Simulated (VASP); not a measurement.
Input:

```xyz
2
Lattice="0.0000 2.2536 2.2536 2.2536 0.0000 2.2536 2.2536 2.2536 0.0000" Properties=species:S:1:pos:R:3 pbc="T T T"
B      0.0000     0.0000     0.0000
P      1.1268     1.1268     1.1268
```

Level of theory: vdW-DF2, VASP's PBE PAW potentials (set 64) (plane waves; VASP). Numerical set-up: 520 eV cut-off, 10×10×10 Γ-centred mesh, Gaussian smearing of 0.050 eV, potentials B P.

What does the run give for the energy per atom (σ→0), pressure?

| Property | Value |
|---|---|
| energy per atom (σ→0) | -4.945 eV/atom |
| pressure | 10.30 GPa |

The absolute energy has meaning only against runs of the same code, potentials and settings.

The compound is BP in the zinc blende structure. This cell is one point of a volume scan, at 0.94 of the reference volume.
